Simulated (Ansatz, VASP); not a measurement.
# Cross-check of BN (Qingsongite) between VASP and Ansatz

One calculation is typed for both programs; each brings its own data sets. How far apart do they land? The cell is taken from a series of runs on this material, whose earlier steps may have relaxed, scaled, displaced or heated it; both programs get it as it stands.

Program: Ansatz 0.2.0. Level of theory: plane waves, with VASP 6.6.1 beside it; dielectric response at PBE. Results are calculated unless marked as measured.

**1. The structure**

It takes space group F-43m (No. 216, cubic). Conventional cell: a = 3.615 Å, b = 3.615 Å, c = 3.615 Å, α = 90.00°, β = 90.00°, γ = 90.00°. Nearest to B lie 4 N at 1.57 Å. Nearest to N lie 4 B at 1.57 Å. Farther neighbours and most contacts between anions are not listed.

Structure file:

```
B N
1.0
     0.00000    1.80750    1.80750
     1.80750    0.00000    1.80750
     1.80750    1.80750    0.00000
B N
1 1
Direct
  0.00000 0.00000 0.00000
  0.25000 0.25000 0.25000
```

**2. Ansatz: dielectric response, PBE**

Ansatz runs on its default PAW (the set named soft_2) files.

The response to a field tests empty states and converges slowly with the mesh.

input.yaml reads:

```yaml
crystal:
  lattice:
    - [0.0, 1.8075, 1.8075]
    - [1.8075, 0.0, 1.8075]
    - [1.8075, 1.8075, 0.0]
  atoms:
    - { symbol: B, position: [0.0, 0.0, 0.0] }
    - { symbol: "N", position: [0.25, 0.25, 0.25] }
kpoints:
  mp_grid: { grid: [10, 10, 10] }
hamiltonian:
  xc: pbe
scf:
  occupations: { method: fixed }
dielectric: {}
```

Command:

```console
$ ansatz run input.yaml --threads 4 --pin off --max-ram 14745MiB --backend cpu --events-out ev --progress --plain --runs-dir out
```

Numbers of over 12 decimals in the logs are rounded to 6 here.

Output:

```text
Engine: ansatz 0.2.0, aarch64-unknown-linux-gnu
Pseudopotentials: kind: paw
Pseudopotential: B, paw, valence charge 3, recommended cutoff 420 eV (normal), B.paw.azcp
Pseudopotential: N, paw, valence charge 5, recommended cutoff 420 eV (normal), N.paw.azcp
Functional definition: PBE
  parameter kappa = 0.804
  parameter beta = 0.066725
  exchange = pbe_x(kappa = kappa, mu = beta*pi^2/3)
  correlation = pbe_c(beta = beta)
Crystal: 2 atoms, lattice volume = 11.810 Å³
Basis set: ecut = 420 eV, 259 PW (Γ), exchange–correlation on 36×36×36 points (8 copies of the dense FFT grid, shifted against one another)
Bands: 8, of which v1, the nominal top of the filled ones, is band 4 counted from 1 (3 counted from 0)
Symmetry: 24 space group operations
k-points: 171 of 1000 (irreducible under 4 space group operations, time reversal used)
Non-local potential: B, projectors of the file, l = 0: 2, l = 1: 2, l = 2: 1
Non-local potential: N, projectors of the file, l = 0: 2, l = 1: 2, l = 2: 1
PAW form: soft (Blöchl's): semilocal exchange-correlation on the pseudo side does not see the compensation charge
PAW one-centre angular grid: B, 110 points (default); XC on 64 Gauss nodes
PAW one-centre angular grid: N, 110 points (default); XC on 64 Gauss nodes
Initial density: superposition of atomic densities (neutral atoms: chi_scale 0, normalization atom), corrected by the library's trained network
Initial wavefunctions: pseudopotential atomic-orbital guess
Functional: x = pbe(κ = 0.804, μ = 0.219515), c = pbe(β = 0.066725)
SCF iter   1: F=—  HF=-542.274614 eV  |F-HF|=—  |Δ(HF+E_count)|=         —  Δρ=1.55e-3  dr2=1.44e-4  ethr=1.77e-3  ⟨swp⟩=3.9  Hψ=7780  notcnv=0  defer=280
preconditioner: auto → none  [insulator: Δε(μ)=4.474 eV  Ē_g=20.011 eV  n_scr=0 (ndim 8)  ℏωp=30.6 eV  f_vac=0.000  ε∞_Penn≈3.3]
SCF iter   2: F=—  HF=-542.274742 eV  |F-HF|=—  |Δ(HF+E_count)|=   1.28e-4  Δρ=8.24e-4  dr2=2.23e-5  ethr=1.80e-6  ⟨swp⟩=2.1  Hψ=3750  notcnv=0  defer=317
SCF iter   3: F=—  HF=-542.274786 eV  |F-HF|=—  |Δ(HF+E_count)|=   4.38e-5  Δρ=3.59e-4  dr2=5.49e-6  ethr=2.79e-7  ⟨swp⟩=2.3  Hψ=2024  notcnv=0  defer=142
SCF iter   4: F=—  HF=-542.274800 eV  |F-HF|=—  |Δ(HF+E_count)|=   1.46e-5  Δρ=2.21e-5  dr2=1.65e-8  ethr=6.86e-8  ⟨swp⟩=2.2  Hψ=1968  notcnv=0
SCF iter   5: F=—  HF=-542.274801 eV  |F-HF|=—  |Δ(HF+E_count)|=   9.59e-7  Δρ=6.77e-6  dr2=1.33e-9  ethr=2.07e-10  ⟨swp⟩=2.5  Hψ=1981  notcnv=0
SCF iter   6: F=-542.274801 eV  HF=-542.274801 eV  |F-HF|=6.37e-12  |Δ(HF+E_count)|=   3.87e-9  Δρ=6.60e-7  dr2=1.92e-11  ethr=1.25e-12  ⟨swp⟩=2.1  Hψ=5982  notcnv=0
SCF 1 converged in 6 iterations: F = -542.274801 eV  dr2 = 1.92e-11
  greatest PAW one-centre occupation: 0.787 electrons in one spin orbital (limit 2), on the N atom at site 1 (counted from 0), in its partial waves of l = 0
NSCF: frozen V_eff on 2 k-points
DFPT response loops at Γ: preconditioner auto → none (the input reference at scf.mixing.eps_inf says where Resta's filter doesn't serve); β = 0.50; Broyden in place of MSR1
── the response to a field inside a basis, on 10×10×10 k-points: an SCF that follows is theirs, and a resumed run solves both again ──
Bands: 5, of which v1, the nominal top of the filled ones, is band 4 counted from 1 (3 counted from 0)
k-points: 110 of 1000 (irreducible under 6 space group operations, time reversal used)
Initial density: handed on by an earlier stage of this run
Initial wavefunctions: pseudopotential atomic-orbital guess (no wavefunctions were taken with the density)
Eigensolver: Dense (110 Hₖ)
SCF iter   1: F=—  HF=-542.279681 eV  |F-HF|=—  |Δ(HF+E_count)|=         —  Δρ=7.69e-4  dr2=8.73e-6  ethr=1.00e-1
preconditioner: auto → none  [insulator: Δε(μ)=4.755 eV  Ē_g=16.413 eV  n_scr=0 (ndim 8)  ℏωp=30.6 eV  f_vac=0.000  ε∞_Penn≈4.5]
SCF iter   2: F=—  HF=-542.279694 eV  |F-HF|=—  |Δ(HF+E_count)|=   1.34e-5  Δρ=3.75e-4  dr2=2.13e-6  ethr=1.09e-7
SCF iter   3: F=—  HF=-542.279699 eV  |F-HF|=—  |Δ(HF+E_count)|=   5.23e-6  Δρ=1.08e-4  dr2=6.48e-7  ethr=2.66e-8
SCF iter   4: F=-542.279699 eV  HF=-542.279699 eV  |F-HF|=2.49e-9  |Δ(HF+E_count)|=   2.51e-9  Δρ=1.23e-5  dr2=5.48e-9  ethr=8.10e-9
SCF 1 converged in 4 iterations: F = -542.279699 eV  dr2 = 5.48e-9
DFPT response loops at Γ: mixed as the last ones told, above
SCF converged after 6 iterations
Free energy (F): -542.274801 eV
Harris-Foulkes:  -542.274801 eV  (|F-HF|=6.37e-12)
Internal energy: -542.274801 eV  (E = F + TS)
E sigma→0 (E₀):  -542.274801 eV
Fermi energy:    11.179540 eV
--- Per-component energies (eV) ---
  E_band       = 26.443055
  E_kinetic    = 185.619634
  E_local      = -175.300776  (includes V_loc(G=0)·N_el)
  E_nonlocal   = 56.582093
  E_hartree    = 49.108509
  E_xc         = -93.448020
  E_vxc        = -116.232258  (∫ρ·V_xc dr)
  E_paw        = -206.451694  (= ΣΔE_a)
  E_vpaw       = -22.442771  (= ΣTr[D̂ρ^β])
  E_aug_tail   = 0.000103  (compensation charges beyond the density's cutoff)
  E_ewald      = -358.384650
  E_smearing   = -0.000000  (= −TS)
  E_closure    = 0.000000  (closes the sum)
  Σ components = -542.274801   (vs F -542.274801, Δ=0.00e0)
--- Band table (eV; the first three rows and the last of 171) ---
  k-point 0: bands = ["-9.0521", "11.1795", "11.1795", "11.1795", "20.0104", "20.0104", "20.0104", "21.5013"]
  k-point 1: bands = ["-8.8089", "9.9116", "10.9262", "10.9262", "20.2773", "20.3938", "20.3938", "22.3010"]
  k-point 2: bands = ["-8.0930", "7.1963", "10.3557", "10.3557", "20.6443", "21.1879", "21.1879", "23.9697"]
  k-point 170: bands = ["-3.3778", "2.9211", "4.3853", "5.7778", "20.7213", "23.6251", "25.9798", "26.8660"]
--- Dielectric response (ions clamped): 3 representative field directions + reference, inside a basis on a mesh of 1000 k-points (Σ response iterations 15) ---
  ε∞ (high-frequency dielectric tensor):
        4.606199    -0.000000     0.000000
       -0.000000     4.606199     0.000000
        0.000000     0.000000     4.606199
  Born effective charges Z* (e; rows j = field, columns β = displacement):
    site 0:
         1.91044   -0.00000    0.00000
        -0.00000    1.91044    0.00000
        -0.00000    0.00000    1.91044
    site 1:
        -1.91044    0.00000   -0.00000
         0.00000   -1.91044   -0.00000
         0.00000   -0.00000   -1.91044
  Z* charge neutrality: 1.430e-4 e pre-enforcement
  solved inside a basis spanned on kpoints, on 10×10×10 k-points, its susceptibility summed on 14×14×14: ε∞ is read to err by 1.1e-2, Z* by 6.2e-3 e (field_mesh: kpoints solves on kpoints); Z* is corrected for what the basis lacks
```

[end of part 1 of 2]

[Lines on the potential files, build, host, timing and source positions are cut from VASP's logs without a mark.]

[Logs are printed without paths, hosts, clocks, repeated set-up lines and the standing remarks that a program may print on its own settings, such as how far it seeks lower states.]

[Hosts, paths, dates, database ids (printed as entryN), source tags and the programs' standing remarks are cut or masked in the printed files.]
